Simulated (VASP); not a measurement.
A convergence study with VASP on Bi₂Te₃ (space group no. 166 when undisturbed): a few settings are varied, all else stays as given below, so the limit is that of these other settings. One atom is moved off its site, so that forces are finite.

```yaml
crystal:
  lattice:
    - [10.29289, -2.20095, 0.00000]
    - [10.29289, 2.20095, 0.00000]
    - [9.82226, 0.00000, 3.78299]
  atoms:
    - { symbol: Bi, position: [0.40163, 0.40163, 0.40163] }
    - { symbol: Bi, position: [0.60000, 0.60000, 0.60000] }
    - { symbol: Te, position: [0.00000, 0.00000, 0.00000] }
    - { symbol: Te, position: [0.21000, 0.21000, 0.21000] }
    - { symbol: Te, position: [0.79000, 0.79000, 0.79000] }
```

Method: PBE GGA, VASP's PBE PAW potentials (set 64) (plane waves; VASP). The last row used: 300 eV cut-off, 7×7×7 Γ-centred mesh, Fermi-Dirac smearing of 0.020 eV, potentials Bi_d Te.

Unless said otherwise, spin-orbit coupling is left out, though it shifts the bands of the heavy elements here. Gaps are read on the run's mesh, which can miss a band edge.

| setting | E (eV/atom) | pressure (GPa) | largest force (eV/Å) | gap on the mesh (eV) | irreducible k-points |
|---|---|---|---|---|---|
| SIGMA = 1.0 | -3.5667 | 5.09 | 0.831 | 0.362 | 44 |
| SIGMA = 0.5 | -3.6098 | 2.15 | 0.418 | 0.315 | 44 |
| SIGMA = 0.2 | ___ | ___ | ___ | ___ | 44 |
| SIGMA = 0.1 | ___ | 1.36 | ___ | ___ | 44 |
| SIGMA = 0.02 | -3.6689 | 1.36 | 0.367 | 0.283 | 44 |

Task: Fill in the missing entries.

Result: 
- SIGMA = 0.2, E (eV/atom): -3.6637
- SIGMA = 0.2, pressure (GPa): 1.39
- SIGMA = 0.2, largest force (eV/Å): 0.358
- SIGMA = 0.2, gap on the mesh (eV): 0.289
- SIGMA = 0.1, E (eV/atom): -3.6686
- SIGMA = 0.1, largest force (eV/Å): 0.366
- SIGMA = 0.1, gap on the mesh (eV): 0.284

VASP warned of too few bands at SIGMA = 1.0; SIGMA = 0.5.

Left out are rungs that failed or repeat a setting and relaxations that didn't move; long series are thinned to 24 rows.

The structure is a typed Bi2Te3 crystal (space group no. 166). The cell was not relaxed at this level, it is distorted from the ideal structure. VASP warned that the highest band is occupied, so more bands are needed.
